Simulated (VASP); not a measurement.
# ZnCd2SeS2 (Cmc2_1) in VASP: relaxation of cell and atoms with PBE

Aim: the relaxation of cell and atoms of ZnCd2SeS2 with PBE.

Everything below comes from runs of VASP 6.6.1. Logs are shortened: lines on timing, memory, paths and dates and some standing lists are left out, and cuts for length are marked.

**1. Starting point**

Symmetry: Cmc2_1, No. 36, orthorhombic system. Conventional cell: a = 11.870 Å, b = 6.850 Å, c = 6.460 Å, α = 90.00°, β = 90.00°, γ = 90.00°. Zn (site symmetry m) has 2 S at 2.33 Å and 2 Se at 2.37 to 2.42 Å as nearest neighbours. Around Cd (site symmetry 1) lie 3 S at 2.43 to 2.47 Å and 1 Se at 2.48 Å. Around Se (site symmetry m) lie 2 Zn at 2.37 to 2.42 Å and 2 Cd at 2.48 Å. S (site symmetry 1) has 1 Zn at 2.33 Å and 3 Cd at 2.43 to 2.47 Å as nearest neighbours.

The cell was built by a generator and needn't be a form met in nature.

**2. Relaxation of cell and atoms, PBE**

File INCAR:

```
  PREC = Normal
  ENCUT = 520
  EDIFF = 1E-4
  ISMEAR = 0
  SIGMA = 0.15
  LREAL = Auto
  LASPH = True
  NELM = 60
  ALGO = Fast
  ISIF = 3
  LWAVE = False
  LCHARG = False
  GGA = PE
  IBRION = 2
  NSW = 24
  EDIFFG = -0.08
```

File KPOINTS:

```
regular mesh
0
Gamma
  3 3 2
```

File POSCAR:

```
ZnCd2SeS2
1.0
    5.9350000000     -3.4250000000      0.0000000000
    5.9350000000      3.4250000000      0.0000000000
    0.0000000000      0.0000000000      6.4600000000
Zn Cd Se S
2 4 2 4
Direct
    0.8320000000      0.1680000000      0.4970000000
    0.1680000000      0.8320000000      0.9970000000
    0.1670000000      0.4970000000      0.5000000000
    0.4970000000      0.1670000000      0.0000000000
    0.5030000000      0.8330000000      0.5000000000
    0.8330000000      0.5030000000      0.0000000000
    0.1580000000      0.8420000000      0.3720000000
    0.8420000000      0.1580000000      0.8720000000
    0.5100000000      0.1660000000      0.3820000000
    0.8340000000      0.4900000000      0.3820000000
    0.1660000000      0.5100000000      0.8820000000
    0.4900000000      0.8340000000      0.8820000000
```

Potentials or basis: VASP PAW PBE potentials, release 64 (Zn, Cd, Se, S).

Command:

```sh
cat potpaw_PBE.64/Zn/POTCAR potpaw_PBE.64/Cd/POTCAR potpaw_PBE.64/Se/POTCAR potpaw_PBE.64/S/POTCAR > POTCAR
mpirun -np 1 vasp_std > vasp.out
```

OUTCAR:

```text
PREC = Normal
   ENCUT = 520
   EDIFF = 1E-4
   ISMEAR = 0
   LREAL = Auto
   LASPH = True
   NELM = 60
   ISIF = 3
   GGA = PE
   IBRION = 2
   NSW = 24
   EDIFFG = -0.08

 ion  position               nearest neighbor table
   1  0.832  0.168  0.497-   9 2.33  10 2.33   7 2.37   8 2.42
   2  0.168  0.832  0.997-  11 2.33  12 2.33   8 2.37   7 2.42
   3  0.167  0.497  0.500-  10 2.43   9 2.43  11 2.47   7 2.48
   4  0.497  0.167  0.000-  12 2.43  11 2.43   9 2.47   8 2.48
   5  0.503  0.833  0.500-   9 2.43  10 2.43  12 2.47   7 2.48
   6  0.833  0.503  0.000-  11 2.43  12 2.43  10 2.47   8 2.48
   7  0.158  0.842  0.372-   1 2.37   2 2.42   3 2.48   5 2.48
   8  0.842  0.158  0.872-   2 2.37   1 2.42   4 2.48   6 2.48
   9  0.510  0.166  0.382-   1 2.33   5 2.43   3 2.43   4 2.47
  10  0.834  0.490  0.382-   1 2.33   3 2.43   5 2.43   6 2.47
  11  0.166  0.510  0.882-   2 2.33   6 2.43   4 2.43   3 2.47
  12  0.490  0.834  0.882-   2 2.33   4 2.43   6 2.43   5 2.47

  LATTYP: Found a base centered orthorhombic cell.
 ALAT       =     6.8500000000
 B/A-ratio  =     1.7328467153
 C/A-ratio  =     0.9430656934

  Lattice vectors:

 A1 = (  -5.9350000000,  -3.4250000000,   0.0000000000)
 A2 = (   5.9350000000,  -3.4250000000,   0.0000000000)
 A3 = (   0.0000000000,   0.0000000000,   6.4600000000)

Analysis of symmetry for initial positions (statically):
=====================================================================
 Subroutine PRICEL returns:
 Original cell was already a primitive cell.

 Routine SETGRP: Setting up the symmetry group for a
 base centered orthorhombic supercell.

 Subroutine GETGRP returns: Found  4 space group operations
 (whereof  2 operations were pure point group operations)
 out of a pool of  8 trial point group operations.

The static configuration has the point symmetry C_1h.
 The point group associated with its full space group is C_2v.

Analysis of symmetry for dynamics (positions and initial velocities):
=====================================================================
 Subroutine PRICEL returns:
 Original cell was already a primitive cell.

 Routine SETGRP: Setting up the symmetry group for a
 base centered orthorhombic supercell.

 Subroutine GETGRP returns: Found  4 space group operations
 (whereof  2 operations were pure point group operations)
 out of a pool of  8 trial point group operations.

The dynamic configuration has the point symmetry C_1h.
 The point group associated with its full space group is C_2v.

 Subroutine INISYM returns: Found  4 space group operations
 (whereof  2 operations are pure point group operations),
 and found     1 'primitive' translations

[... 93 lines left out ...]
   LSORBIT =      F    spin-orbit coupling
   LASPH  =      T    aspherical Exc in radial PAW
   ENCUT  =  520.0 eV  38.22 Ry    6.18 a.u.  12.74 12.74 12.01*2*pi/ulx,y,z
   NELM   =     60;   NELMIN=  2; NELMDL= -5     # of ELM steps
   EDIFF  = 0.1E-03   stopping-criterion for ELM
   LREAL  =      T    real-space projection
   EDIFFG = -.8E-01   stopping-criterion for IOM
   NSW    =     24    number of steps for IOM
   IBRION =      2    ionic relax: 0-MD 1-quasi-New 2-CG
   NFREE  =      1    steps in history (QN), initial steepest desc. (CG)
   ISIF   =      3    stress and relaxation
   ISYM   =      2    0-nonsym 1-usesym 2-fastsym
   POTIM  = 0.5000    time-step for ionic-motion
   TEBEG  =    0.0;   TEEND  =   0.0 temperature during run
   PSTRESS=    0.0 pullay stress
   NELECT =     108.0000    total number of electrons
   NUPDOWN=      -1.0000    fix difference up-down
   EMIN   =  10.00;   EMAX   =-10.00  energy-range for DOS
   EFERMI =   0.00;   METHOD = LEGACY
   ISMEAR =     0;   SIGMA  =   0.15  broadening in eV -4-tet -1-fermi 0-gaus
   EFERMI_NEDOS =   21; number of points for ismear=-14 and -15
   IALGO  =     68    algorithm
   IMIX   =      4    mixing-type and parameters
     AMIX     =   0.40;   BMIX     =  1.00
     AMIX_MAG =   1.60;   BMIX_MAG =  1.00
  volume/ion in A,a.u.               =      21.89       147.69
  Fermi-wavevector in a.u.,A,eV,Ry     =   1.217404  2.300560 20.164829  1.482073
  Thomas-Fermi vector in A             =   2.352726
   LORBIT       =      0    0 simple, 1 ext, 2 COOP (PROOUT), +10 PAW based schemes
   GGA     = PE    functional components
   LHFCALC =     F    Hartree Fock is set to
   AEXX    =    0.0000 exact exchange contribution
   IVDW    =     0    specifies the selected vdW correction
   LEPSILON=     F    determine dielectric tensor
   LRPA    =     F    only Hartree local field effects (RPA)
 conjugate gradient relaxation of ions
 non-spin polarized calculation
 RMM-DIIS sequential band-by-band and
 Gauss-broadening in eV      SIGMA  =   0.15
  energy-cutoff  :      520.00
  volume of cell :      262.63
 maximum number of plane-waves:      7111
   NGX = 25   NGY = 25   NGZ = 25

--------------------------------------- Ionic step        1  -------------------------------------------

 number of electron     107.9999947 magnetization

 Free energy of the ion-electron system (eV)
  ---------------------------------------------------
  ext. energy  EPLUGINS =         0.00000000
  ---------------------------------------------------
  free energy    TOTEN  =       -35.32927894 eV

  energy without entropy =      -35.32927894  energy(sigma->0) =      -35.32927894

------------------------ aborting loop because EDIFF is reached ----------------------------------------

  FORCE on cell =-STRESS in cart. coord.  units (eV):
  Direction    XX          YY          ZZ          XY          YZ          ZX
  --------------------------------------------------------------------------------------
  -------------------------------------------------------------------------------------
  Total       18.9985344     19.2102835     16.2237720      0.0000000      0.0000000      0.0000000
  in kB      115.9009163    117.1926955     98.9734260      0.0000000      0.0000000      0.0000000
  external PRESSURE =     110.6890126 kB  Pullay stress =       0.0000000 kB
[... 309 lines left out ...]
--------------------------------------- Ionic step        8  -------------------------------------------

 number of electron     108.0000098 magnetization

 Free energy of the ion-electron system (eV)
  ---------------------------------------------------
  ext. energy  EPLUGINS =         0.00000000
  ---------------------------------------------------
  free energy    TOTEN  =       -36.73684776 eV

  energy without entropy =      -36.73684774  energy(sigma->0) =      -36.73684775

 E-fermi :   1.6360     XC(G=0):  -9.0137

 val. band max:        1.0827555117   @ k =   0.0000   0.0000   0.0000
 cond. band min:       2.1809054658   @ k =   0.0000   0.0000   0.0000
 fundamental gap:      1.0981499541
 Fermi energy:         1.6359760123

 k-point     1 :       0.0000    0.0000    0.0000
  band No.  band energies     occupation
      1     -11.3643      2.00000
      2     -10.8711      2.00000
      3     -10.7274      2.00000
      4     -10.7271      2.00000
      5     -10.7081      2.00000
      6     -10.6913      2.00000
[... 564 lines left out ...]
  FREE ENERGIE OF THE ION-ELECTRON SYSTEM (eV)
  ---------------------------------------------------
  free  energy   TOTEN  =       -36.7368477564 eV

  energy  without entropy=      -36.7368477388  energy(sigma->0) =      -36.73684775

 reached required accuracy - stopping structural energy minimisation
```

OSZICAR:

```text
N       E                     dE             d eps       ncg     rms          rms(c)
DAV:   1     0.986776930078E+03    0.98678E+03   -0.50028E+04  1024   0.173E+03
DAV:   2     0.815179478264E+02   -0.90526E+03   -0.87258E+03  1024   0.448E+02
DAV:   3    -0.329989077257E+02   -0.11452E+03   -0.11253E+03  1144   0.150E+02
[... 64 lines left out ...]
DAV:   1    -0.367517527904E+02   -0.19017E-01   -0.18323E+00  1048   0.628E+00    0.100E+00
RMM:   2    -0.367397376495E+02    0.12015E-01   -0.65922E-02  1024   0.147E+00    0.419E-01
RMM:   3    -0.367374950480E+02    0.22426E-02   -0.10144E-02  1024   0.420E-01    0.245E-01
RMM:   4    -0.367369250574E+02    0.56999E-03   -0.25623E-03  1024   0.227E-01    0.126E-01
RMM:   5    -0.367368477564E+02    0.77301E-04   -0.62689E-04   840   0.136E-01
   8 F= -.36736848E+02 E0= -.36736848E+02  d E =-.414030E-02
```

It took 6.8 min on 1 thread of Intel Xeon Platinum 8259CL at 2.50GHz (Skylake/Cascade Lake), shared host; peak memory 0.3 GiB.

Results:

```
Free energy                            : -36.7368 eV
Relaxed volume                         : 25.15 Å³/atom
Relaxed cell                           : a = 7.173 Å, b = 7.173 Å, c = 6.758 Å, α = 90.00°, β = 90.00°, γ = 60.22°
Space group after relaxing (to 0.05 Å) : Cmc2_1 (No. 36)
Energy gained by relaxing              : 117.3 meV/atom
Ionic steps                            : 8
Pressure after relaxing                : 0.1 GPa
Largest force after relaxing           : 0.055 eV/Å
Band gap on the k mesh                 : 1.10 eV, direct
```

Forces on the atoms (eV/Å):
```
Zn   0.000 -0.017 -0.027
Zn   0.000  0.017 -0.027
Cd   0.038  0.020  0.026
Cd   0.038 -0.020  0.026
Cd  -0.038  0.020  0.026
Cd  -0.038 -0.020  0.026
Se   0.000  0.000 -0.055
Se   0.000  0.000 -0.055
S   -0.030  0.014  0.015
S    0.030  0.014  0.015
S   -0.030 -0.014  0.015
S    0.030 -0.014  0.015
```

Step by step:
| step | energy change (eV) | largest force (eV/Å) | pressure (GPa) | volume (Å³) |
| --- | --- | --- | --- | --- |
| 1 | 0.0000 | 1.1840 | 11.07 | 262.63 |
| 2 | -1.1365 | 0.1714 | -3.07 | 324.38 |
| 3 | -1.3592 | 0.3293 | -0.42 | 303.73 |
| 4 | -1.3586 | 0.3416 | 0.05 | 302.87 |
| 5 | -1.3866 | 0.2613 | 0.07 | 302.03 |
| 6 | -1.4030 | 0.1140 | 0.35 | 300.58 |
| 7 | -1.4034 | 0.1259 | 0.14 | 300.78 |
| 8 | -1.4076 | 0.0553 | 0.08 | 301.79 |

Final structure:
```
Zn Cd Se S
1.0
     6.20513   -3.59856    0.00000
     6.20513    3.59856    0.00000
     0.00000    0.00000    6.75772
Zn Cd Se S
2 4 2 4
Direct
  0.82703 0.17297 0.49460
  0.17297 0.82703 0.99460
  0.16786 0.49323 0.50357
  0.49323 0.16786 0.00357
  0.50677 0.83214 0.50357
  0.83214 0.50677 0.00357
  0.15088 0.84912 0.36184
  0.84912 0.15088 0.86184
  0.51774 0.16663 0.38472
  0.83337 0.48226 0.38472
  0.16663 0.51774 0.88472
  0.48226 0.83337 0.88472
```

Caveat: the k mesh is coarse (spacing up to 0.49 Å⁻¹), so the values aren't converged; the relaxation stopped at a loose force limit of 0.08 eV/Å, so its end isn't a converged minimum. A hybrid or GW would open this gap; PBE tends to underestimate it.
